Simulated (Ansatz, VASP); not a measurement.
# CuB12: VASP beside Ansatz

File INCAR:

```
SYSTEM = CuB12
ALGO = Normal
EDIFF = 1E-7
ENCUT = 520
GGA = PE
ISIF = 2
ISMEAR = 0
LASPH = .True.
LCHARG = .True.
LELF = .True.
LREAL = .False.
LVHAR = .True.
LWAVE = .False.
NBANDS = 36
NELM = 80
PREC = Accurate
SIGMA = 0.1
```

The input KPOINTS:

```
k-points
0
Gamma
  4 4 4
  0 0 0
```

Contents of POSCAR:

```
CuB12
1.0
    4.5109086700      0.0000000000      0.0000000000
    0.0000000000      4.5109086700      0.0000000000
    0.0000000000      0.0000000000      4.5109086700
Cu B
1 12
Direct
    0.5000000000      0.5000000000      0.5000000000
    0.3471290600      0.0000000000      0.0000000000
    0.6528709400      0.0000000000      0.0000000000
    0.0000000000      0.3471290600      0.0000000000
    0.0000000000      0.6528709400      0.0000000000
    0.0000000000      0.0000000000      0.3471290600
    0.0000000000      0.0000000000      0.6528709400
    0.1585141600      0.5000000000      0.5000000000
    0.8414858400      0.5000000000      0.5000000000
    0.5000000000      0.1585141600      0.5000000000
    0.5000000000      0.8414858400      0.5000000000
    0.5000000000      0.5000000000      0.1585141600
    0.5000000000      0.5000000000      0.8414858400
```

Input for Ansatz:

```yaml
crystal:
  lattice:
    - [4.51090867, 0.0, 0.0]
    - [0.0, 4.51090867, 0.0]
    - [0.0, 0.0, 4.51090867]
  atoms:
    - { symbol: Cu, position: [0.5, 0.5, 0.5] }
    - { symbol: B, position: [0.34712906, 0.0, 0.0] }
    - { symbol: B, position: [0.65287094, 0.0, 0.0] }
    - { symbol: B, position: [0.0, 0.34712906, 0.0] }
    - { symbol: B, position: [0.0, 0.65287094, 0.0] }
    - { symbol: B, position: [0.0, 0.0, 0.34712906] }
    - { symbol: B, position: [0.0, 0.0, 0.65287094] }
    - { symbol: B, position: [0.15851416, 0.5, 0.5] }
    - { symbol: B, position: [0.84148584, 0.5, 0.5] }
    - { symbol: B, position: [0.5, 0.15851416, 0.5] }
    - { symbol: B, position: [0.5, 0.84148584, 0.5] }
    - { symbol: B, position: [0.5, 0.5, 0.15851416] }
    - { symbol: B, position: [0.5, 0.5, 0.84148584] }
basis:
  ecutwfc: 420
kpoints:
  mp_grid: { grid: [4, 4, 4] }
hamiltonian:
  xc: pbe
scf:
  occupations: { method: gaussian, width: 0.1 }
  lower_state_search: "off"
output:
  forces: true
  stress: true
  eigenvalues: true
```

Alike in both runs: task single point; functional PBE; k mesh 4 × 4 × 4; occupations gaussian, width 0.1 eV; no spin polarisation.

```csv
,VASP,Ansatz
version,VASP 6.6.1,Ansatz 0.2.0
potentials or method,"VASP PAW PBE potentials, release 64 (Cu, B)","scalar-relativistic, plane waves, PAW"
plane-wave cutoff (eV),520,420
valence electrons in the cell,47,55
```

|  | VASP | Ansatz | Ansatz less VASP |
| --- | --- | --- | --- |
| gap on the k mesh at the Fermi level (eV) | none | none | - |
| rms of the force components (eV/Å) | 5.764 | 5.731 | -0.0329 |

Atom by atom the forces differ by 0.039 eV/Å (rms over components). A gap of «none» marks a metal or a gap that the smearing closes. The two sets of potentials don't hold the same shells in valence.

Caveats: forces of over 1 eV/Å show positions far from the minimum, so gaps and moduli don't describe the material at rest.
